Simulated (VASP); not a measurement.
Here is the system:

```xyz
2
Lattice="0.0000 2.5763 2.5763 2.5763 0.0000 2.5763 2.5763 2.5763 0.0000" Properties=species:S:1:pos:R:3 pbc="T T T"
Al     0.0000     0.0000     0.0000
P      1.2881     1.2881     1.2881
```

These are LDA (Ceperley-Alder, Perdew-Zunger), VASP's LDA PAW potentials (set 64) (plane waves; VASP 6.6.1) values and carry that method's errors. Numerical set-up: 500 eV cut-off, 9×9×9 Γ-centred mesh, Gaussian smearing of 0.050 eV, potentials Al P.

Estimate the energy per atom (σ→0), pressure.

- energy per atom (σ→0): -5.544 eV/atom
- pressure: 19.96 GPa

The compound is AlP in the zinc blende structure. It was relaxed first under an external pressure of 20 GPa.
